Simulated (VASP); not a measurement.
The input files of a VASP run:

**INCAR**
```
SYSTEM = Pt
PREC = Accurate
ENCUT = 400
EDIFF = 1E-6
NELM = 100
ALGO = Normal
LREAL = .FALSE.
LASPH = .TRUE.
ISMEAR = 1
SIGMA = 0.1
GGA = PE
LMAXMIX = 6
LWAVE = .FALSE.
LCHARG = .FALSE.
ISIF = 2
ISPIN = 2
MAGMOM = 1.0 1.0 1.0
```

### KPOINTS
```
Automatic mesh
0
Gamma
12 12 12
0 0 0
```

POSCAR:
```
Pt
1
    0.0000000000     1.9600000000     1.9600000000
    1.9600000000     0.0000000000     1.9600000000
    1.9600000000     1.9600000000     0.0000000000
Pt
1
Direct
  0.0000000000   0.0000000000   0.0000000000
```

POTCAR, in this order: Pt (PBE.64 set). Program: vasp_std.

### Question
One choice in this input is risky. Which, and does it do harm here?

### Answer
The risk: MAGMOM holds more values than there are atoms. Here it does no harm: the run (PBE GGA, plane waves, VASP's PBE PAW potentials (set 64)) converges to the same energy and pressure as with the safe setting.
File OSZICAR:
```
       N       E                     dE             d eps       ncg     rms          rms(c)
DAV:   1     0.275301432287E+02    0.27530E+02   -0.43243E+03  3192   0.691E+02
DAV:   2    -0.601369034966E+01   -0.33544E+02   -0.32031E+02  3156   0.155E+02
DAV:   3    -0.637682394528E+01   -0.36313E+00   -0.36016E+00  3238   0.153E+01
DAV:   4    -0.637823073623E+01   -0.14068E-02   -0.14067E-02  3138   0.111E+00
DAV:   5    -0.637824232935E+01   -0.11593E-04   -0.11592E-04  3204   0.956E-02    0.134E+01
DAV:   6    -0.612238167489E+01    0.25586E+00   -0.78558E-01  2946   0.753E+00    0.718E+00
DAV:   7    -0.608524833246E+01    0.37133E-01   -0.15886E-01  3072   0.311E+00    0.386E+00
DAV:   8    -0.608442313382E+01    0.82520E-03   -0.18370E-03  3096   0.395E-01    0.165E+00
DAV:   9    -0.608270365898E+01    0.17195E-02   -0.30856E-03  3030   0.491E-01    0.261E-01
DAV:  10    -0.608295998760E+01   -0.25633E-03   -0.42877E-04  3018   0.168E-01    0.384E-02
DAV:  11    -0.608296353837E+01   -0.35508E-05   -0.84707E-06  3194   0.266E-02    0.192E-02
DAV:  12    -0.608296793497E+01   -0.43966E-05   -0.33712E-06  2270   0.136E-02    0.127E-02
DAV:  13    -0.608296965241E+01   -0.17174E-05   -0.17340E-06  1554   0.929E-03    0.114E-02
DAV:  14    -0.608297000901E+01   -0.35660E-06   -0.12376E-07  1490   0.268E-03
   1 F= -.60829700E+01 E0= -.60825255E+01  d E =-.133355E-02  mag=     0.0816
```

The compound is Pt in the fcc structure. The cell was not relaxed at this level.
